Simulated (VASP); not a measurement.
Calculation: LDA (Ceperley-Alder, Perdew-Zunger), VASP's LDA PAW potentials (set 64) (plane waves; VASP 6.6.1).

A VASP calculation is set up with these files.

### INCAR
```
# general
SYSTEM =W
PREC   =Accurate
ENCUT  =400   # plane-wave cut-off (eV)
LREAL  =F
LASPH  =T   # aspherical one-centre terms

# electronic loop
EDIFF  =1E-6   # SCF stop (eV)
NELM   =100   # most electronic steps
ALGO   =Normal   # blocked Davidson
LMAXMIX=6

# smearing
ISMEAR =1
SIGMA  =0.1   # width (eV)

# ions
IBRION =2   # conjugate gradients
NSW    =60
ISIF   =3   # ions, shape and volume
EDIFFG =-0.01   # ionic stop

# output
LWAVE  =F
LCHARG =F
```

### KPOINTS
```
kpoints
0
Gamma
  15 15 15
```

### POSCAR
```
W
1.0
 -1.5711510958   1.5711510958   1.5711510958
  1.5711510958  -1.5711510958   1.5711510958
  1.5711510958   1.5711510958  -1.5711510958
W
1
Direct
  1.0000000000   0.0000000000   0.0000000000
```

POTCAR, in this order: W_sv (LDA.64 set). Program: vasp_std.

The run wrote:

OUTCAR:
```
 ion  position               nearest neighbor table
   1  0.000  0.000  0.000-
  LATTYP: Found a body centered cubic cell.
 ALAT       =     3.1423021916
 Subroutine PRICEL returns:
 Original cell was already a primitive cell.
 Subroutine GETGRP returns: Found 48 space group operations
The static configuration has the point symmetry O_h .
The dynamic configuration has the point symmetry O_h .
 Subroutine INISYM returns: Found 48 space group operations
 Subroutine IBZKPT returns following result:
 Found    120 irreducible k-points:

 Following reciprocal coordinates:
            Coordinates               Weight
  0.000000  0.000000  0.000000      1.000000
  0.066667  0.000000  0.000000     12.000000
  0.133333  0.000000  0.000000     12.000000
  0.200000  0.000000  0.000000     12.000000
  0.266667  0.000000  0.000000     12.000000
  0.333333  0.000000  0.000000     12.000000
  0.400000  0.000000  0.000000     12.000000
  0.466667  0.000000  0.000000     12.000000
  0.066667  0.066667  0.000000     24.000000
  0.133333  0.066667  0.000000     48.000000
  0.200000  0.066667  0.000000     48.000000
  0.266667  0.066667  0.000000     48.000000
  0.333333  0.066667  0.000000     48.000000
  0.400000  0.066667  0.000000     48.000000
  0.466667  0.066667  0.000000     24.000000
  0.133333  0.133333  0.000000     24.000000
  0.200000  0.133333  0.000000     48.000000
  0.266667  0.133333 -0.000000     48.000000
  0.333333  0.133333  0.000000     48.000000
  0.400000  0.133333  0.000000     48.000000
  0.200000  0.200000  0.000000     24.000000
  0.266667  0.200000  0.000000     48.000000
  0.333333  0.200000  0.000000     48.000000
  0.400000  0.200000 -0.000000     24.000000
  0.266667  0.266667  0.000000     24.000000
...
```

OSZICAR:
```
       N       E                     dE             d eps       ncg     rms          rms(c)
DAV:   1     0.619602984572E+02    0.61960E+02   -0.67411E+03  2688   0.122E+03
DAV:   2    -0.135229165900E+02   -0.75483E+02   -0.72917E+02  2844   0.293E+02
DAV:   3    -0.147653001231E+02   -0.12424E+01   -0.12300E+01  2990   0.382E+01
DAV:   4    -0.147710031282E+02   -0.57030E-02   -0.57030E-02  2864   0.285E+00
DAV:   5    -0.147710498272E+02   -0.46699E-04   -0.46700E-04  2949   0.252E-01    0.219E+01
DAV:   6    -0.142488113168E+02    0.52224E+00   -0.57705E-01  2814   0.980E+00    0.879E+00
DAV:   7    -0.141075520751E+02    0.14126E+00   -0.29154E-01  2906   0.646E+00    0.529E-01
DAV:   8    -0.141015950394E+02    0.59570E-02   -0.40408E-03  2730   0.977E-01    0.873E-02
DAV:   9    -0.141015717899E+02    0.23249E-04   -0.63402E-05  3016   0.996E-02    0.534E-02
DAV:  10    -0.141015759030E+02   -0.41130E-05   -0.71635E-06  2860   0.372E-02    0.124E-02
DAV:  11    -0.141015758837E+02    0.19211E-07   -0.15145E-07  1494   0.431E-03
   1 F= -.14101576E+02 E0= -.14101709E+02  d E =-.141016E+02
```

**OUTCAR**
```
------------------------ aborting loop because EDIFF is reached ----------------------------------------
  FORCE on cell =-STRESS in cart. coord.  units (eV):
  Direction    XX          YY          ZZ          XY          YZ          ZX
  --------------------------------------------------------------------------------------
  Total       -0.0051311     -0.0051311     -0.0051311      0.0000000      0.0000000     -0.0000000
  in kB       -0.5299118     -0.5299118     -0.5299118      0.0000000      0.0000000     -0.0000000
  external PRESSURE =      -0.5299118 kB  Pullay stress =       0.0000000 kB
  volume of cell :       15.51
      direct lattice vectors                 reciprocal lattice vectors
    -1.571151096  1.571151096  1.571151096     0.000000000  0.318238011  0.318238011
     1.571151096 -1.571151096  1.571151096     0.318238011  0.000000000  0.318238011
     1.571151096  1.571151096 -1.571151096     0.318238011  0.318238011  0.000000000
 POSITION                                       TOTAL-FORCE (eV/Angst)
 -----------------------------------------------------------------------------------
      0.00000      0.00000      0.00000        -0.000000      0.000000     -0.000000
 -----------------------------------------------------------------------------------
    total drift:                                0.000000     -0.000000      0.000000
  FREE ENERGIE OF THE ION-ELECTRON SYSTEM (eV)
  ---------------------------------------------------
  free  energy   TOTEN  =       -14.1015758837 eV

  energy  without entropy=      -14.1019756160  energy(sigma->0) =      -14.10170913

 reached required accuracy - stopping structural energy minimisation
```
(Selected blocks of OUTCAR.)

OUTCAR:
```
 val. band max:       11.5669941439   @ k =  -0.3333   0.4000   0.2667

 cond. band min:      11.6699607496   @ k =  -0.1333   0.1333   0.1333


 Fermi energy:        11.6352780375

 k-point     1 :       0.0000    0.0000    0.0000
  band No.  band energies     occupation
      1     -62.0973      2.00000
      2     -25.8695      2.00000
      3     -25.8695      2.00000
      4     -25.8695      2.00000
      5       1.9738      2.00000
      6      10.3326      2.00000
      7      10.3326      2.00000
      8      10.3326      2.00000
      9      13.8689      0.00000
     10      13.8689      0.00000
     11      26.2601      0.00000

 k-point     2 :       0.0667    0.0000    0.0000
  band No.  band energies     occupation
      1     -62.0908      2.00000
      2     -25.9354      2.00000
      3     -25.8899      2.00000
      4     -25.8698      2.00000
      5       2.1957      2.00000
      6      10.1985      2.00000
      7      10.3025      2.00000
      8      10.5471      2.00000
      9      13.6568      0.00000
     10      13.8705      0.00000
     11      26.4495      0.00000

 k-point     3 :       0.1333    0.0000    0.0000
  band No.  band energies     occupation
      1     -62.0723      2.00000
      2     -26.1193      2.00000
      3     -25.9473      2.00000
      4     -25.8708      2.00000
      5       2.8227      2.00000
      6       9.8407      2.00000
      7      10.1604      2.00000
      8      11.1799      2.00000
      9      13.2733     -0.00000
     10      13.8900      0.00000
     11      26.8807      0.00000

 k-point     4 :       0.2000    0.0000    0.0000
  band No.  band energies     occupation
      1     -62.0450      2.00000
      2     -26.3826      2.00000
      3     -26.0309      2.00000
      4     -25.8724      2.00000
      5       3.7248      2.00000
      6       9.3614      2.00000
      7       9.8812      2.00000
      8      12.1996     -0.00000
      9      13.1294     -0.00000
...
```

Unless said otherwise, spin-orbit coupling is left out, though it shifts the bands of the heavy elements here.

The structure comes from a computed database's W entry (Im-3m); how it stands against other phases isn't given here. It was relaxed first. The start is the result of an earlier pass.
